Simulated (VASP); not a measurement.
# LaPb3 (Pm-3m) in VASP: single point with LDA

Aim: the single point of LaPb3 with LDA.

Program: VASP 6.6.1. These are calculated values, not measurements. Logs are shortened: lines on timing, memory, paths and dates and some standing lists are left out, and cuts for length are marked.

### 1 Starting point

Symmetry: Pm-3m, No. 221, cubic system. The conventional cell has a = 4.948 Å, b = 4.948 Å, c = 4.948 Å, α = 90.00°, β = 90.00°, γ = 90.00°. La (site symmetry m-3m) has 12 Pb at 3.50 Å as nearest neighbours. Pb (site symmetry 4/mmm) has 4 La at 3.50 Å and 8 Pb at 3.50 Å as nearest neighbours.

The cell comes from a database or a generator and needn't be the stable form of this composition.

### 2 Single point, LDA

INCAR

```
SYSTEM = LaPb3
PREC = Accurate
ENCUT = 520
EDIFF = 1E-6
ISMEAR = -1
SIGMA = 0.08
LREAL = .False.
LASPH = .True.
NELM = 100
ALGO = Normal
ISIF = 2
LWAVE = .False.
LCHARG = .False.
NBANDS = 34
```

KPOINTS

```
regular mesh
0
Gamma
  7 7 7
  0 0 0
```

POSCAR

```
LaPb3
1.0
    4.9483163100      0.0000000000      0.0000000000
    0.0000000000      4.9483163100      0.0000000000
    0.0000000000      0.0000000000      4.9483163100
La Pb
1 3
Direct
    0.0000000000      0.0000000000      0.0000000000
    0.0000000000      0.5000000000      0.5000000000
    0.5000000000      0.5000000000      0.0000000000
    0.5000000000      0.0000000000      0.5000000000
```

Potentials or basis: VASP PAW LDA potentials, release 64 (La, Pb_d).

Run with:

```console
$ cat potpaw_LDA.64/La/POTCAR potpaw_LDA.64/Pb_d/POTCAR > POTCAR
$ mpirun -np 1 vasp_std > vasp.out
```

OUTCAR:

```text
SYSTEM = LaPb3
   PREC = Accurate
   ENCUT = 520
   EDIFF = 1E-6
   ISMEAR = -1
   LREAL = .False.
   LASPH = .True.
   NELM = 100
   ISIF = 2

 ion  position               nearest neighbor table
   1  0.000  0.000  0.000-   2 3.50   3 3.50   4 3.50   2 3.50   4 3.50   2 3.50   3 3.50   2 3.50
                             3 3.50   4 3.50   4 3.50   3 3.50
   2  0.000  0.500  0.500-   1 3.50   3 3.50   4 3.50   1 3.50   3 3.50   1 3.50   4 3.50   1 3.50
                             3 3.50   4 3.50   3 3.50   4 3.50
   3  0.500  0.500  0.000-   1 3.50   2 3.50   4 3.50   2 3.50   4 3.50   1 3.50   4 3.50   4 3.50
                             1 3.50   2 3.50   2 3.50   1 3.50
   4  0.500  0.000  0.500-   1 3.50   2 3.50   3 3.50   1 3.50   3 3.50   2 3.50   3 3.50   3 3.50
                             1 3.50   2 3.50   1 3.50   2 3.50

  LATTYP: Found a simple cubic cell.
 ALAT       =     4.9483163100

  Lattice vectors:

 A1 = (   4.9483163100,   0.0000000000,   0.0000000000)
 A2 = (   0.0000000000,   4.9483163100,   0.0000000000)
 A3 = (   0.0000000000,   0.0000000000,   4.9483163100)

Analysis of symmetry for initial positions (statically):
=====================================================================
 Subroutine PRICEL returns:
 Original cell was already a primitive cell.

 Routine SETGRP: Setting up the symmetry group for a
 simple cubic supercell.

 Subroutine GETGRP returns: Found 48 space group operations
 (whereof 48 operations were pure point group operations)
 out of a pool of 48 trial point group operations.

The static configuration has the point symmetry O_h .

Analysis of symmetry for dynamics (positions and initial velocities):
=====================================================================
 Subroutine PRICEL returns:
 Original cell was already a primitive cell.

 Routine SETGRP: Setting up the symmetry group for a
 simple cubic supercell.

 Subroutine GETGRP returns: Found 48 space group operations
 (whereof 48 operations were pure point group operations)
 out of a pool of 48 trial point group operations.

The dynamic configuration has the point symmetry O_h .

 Subroutine INISYM returns: Found 48 space group operations
 (whereof 48 operations are pure point group operations),
 and found     1 'primitive' translations

----------------------------------------------------------------------------------------

[... 90 lines left out ...]
   NELM   =    100;   NELMIN=  2; NELMDL= -5     # of ELM steps
   EDIFF  = 0.1E-05   stopping-criterion for ELM
   LREAL  =      F    real-space projection
   EDIFFG = 0.1E-04   stopping-criterion for IOM
   NSW    =      0    number of steps for IOM
   IBRION =     -1    ionic relax: 0-MD 1-quasi-New 2-CG
   NFREE  =      0    steps in history (QN), initial steepest desc. (CG)
   ISIF   =      2    stress and relaxation
   ISYM   =      2    0-nonsym 1-usesym 2-fastsym
   POTIM  = 0.5000    time-step for ionic-motion
   TEBEG  =    0.0;   TEEND  =   0.0 temperature during run
   PSTRESS=    0.0 pullay stress
   NELECT =      53.0000    total number of electrons
   NUPDOWN=      -1.0000    fix difference up-down
   EMIN   =  10.00;   EMAX   =-10.00  energy-range for DOS
   EFERMI =   0.00;   METHOD = LEGACY
   ISMEAR =    -1;   SIGMA  =   0.08  broadening in eV -4-tet -1-fermi 0-gaus
   EFERMI_NEDOS =   21; number of points for ismear=-14 and -15
   IALGO  =     38    algorithm
   IMIX   =      4    mixing-type and parameters
     AMIX     =   0.40;   BMIX     =  1.00
     AMIX_MAG =   1.60;   BMIX_MAG =  1.00
  volume/ion in A,a.u.               =      30.29       204.41
  Fermi-wavevector in a.u.,A,eV,Ry     =   1.242728  2.348415 21.012461  1.544372
  Thomas-Fermi vector in A             =   2.377070
   LORBIT       =      0    0 simple, 1 ext, 2 COOP (PROOUT), +10 PAW based schemes
   GGA     = CA    functional components
   LHFCALC =     F    Hartree Fock is set to
   AEXX    =    0.0000 exact exchange contribution
   IVDW    =     0    specifies the selected vdW correction
   LEPSILON=     F    determine dielectric tensor
   LRPA    =     F    only Hartree local field effects (RPA)
 non-spin polarized calculation
  energy-cutoff  :      520.00
  volume of cell :      121.16
 maximum number of plane-waves:      3274
 NGX is ok and might be reduce to    40
   NGX = 19   NGY = 19   NGZ = 19

 number of electron      52.9999990 magnetization

 Free energy of the ion-electron system (eV)
  ---------------------------------------------------
  ext. energy  EPLUGINS =         0.00000000
  ---------------------------------------------------
  free energy    TOTEN  =       -20.32541813 eV

  energy without entropy =      -20.28491984  energy(sigma->0) =      -20.30516899

 E-fermi :   7.7807     XC(G=0): -10.5059

 val. band max:        7.7363885437   @ k =   0.2857   0.2857   0.1429
 cond. band min:       7.8645680207   @ k =   0.4286   0.0000   0.0000
 fundamental gap:      0.1281794770
 Fermi energy:         7.7806688989

 k-point     1 :       0.0000    0.0000    0.0000
  band No.  band energies     occupation
      1     -25.1374      2.00000
      2      -9.1809      2.00000
      3      -9.1809      2.00000
      4      -9.1809      2.00000
      5      -9.1666      2.00000
      6      -9.0255      2.00000
[... 729 lines left out ...]
     33       9.4231      0.00000
     34      10.4234      0.00000

------------------------ aborting loop because EDIFF is reached ----------------------------------------

  FORCE on cell =-STRESS in cart. coord.  units (eV):
  Direction    XX          YY          ZZ          XY          YZ          ZX
  --------------------------------------------------------------------------------------
  -------------------------------------------------------------------------------------
  Total       -2.7658974     -2.7658974     -2.7658974     -0.0000000      0.0000000     -0.0000000
  in kB      -36.5741541    -36.5741541    -36.5741541     -0.0000000      0.0000000     -0.0000000
  external PRESSURE =     -36.5741541 kB  Pullay stress =       0.0000000 kB

 VOLUME and BASIS-vectors are now :
 -----------------------------------------------------------------------------
  energy-cutoff  :      520.00
  volume of cell :      121.16
      direct lattice vectors                 reciprocal lattice vectors
     4.948316310  0.000000000  0.000000000     0.202088940  0.000000000  0.000000000
     0.000000000  4.948316310  0.000000000     0.000000000  0.202088940  0.000000000
     0.000000000  0.000000000  4.948316310     0.000000000  0.000000000  0.202088940

 POSITION                                       TOTAL-FORCE (eV/Angst)
 -----------------------------------------------------------------------------------
      0.00000      0.00000      0.00000         0.000000      0.000000      0.000000
      0.00000      2.47416      2.47416         0.000000      0.000000      0.000000
      2.47416      2.47416      0.00000         0.000000      0.000000      0.000000
      2.47416      0.00000      2.47416         0.000000      0.000000      0.000000
 -----------------------------------------------------------------------------------
    total drift:                               -0.000000     -0.000000     -0.000000

  FREE ENERGIE OF THE ION-ELECTRON SYSTEM (eV)
  ---------------------------------------------------
  free  energy   TOTEN  =       -20.3254181323 eV

  energy  without entropy=      -20.2849198401  energy(sigma->0) =      -20.30516899
```

Run time: 2.3 min. Hardware: 1 thread of AMD EPYC 7R43 (Zen 3), shared host; peak memory 0.2 GiB.

What came out:

```yaml
Free_energy: -20.3254 eV
Pressure: -3.7 GPa
Band_gap_on_the_k_mesh: none (metal or under the smearing width)
```

The run has no spin-orbit coupling, so splittings on La, Pb are missing.
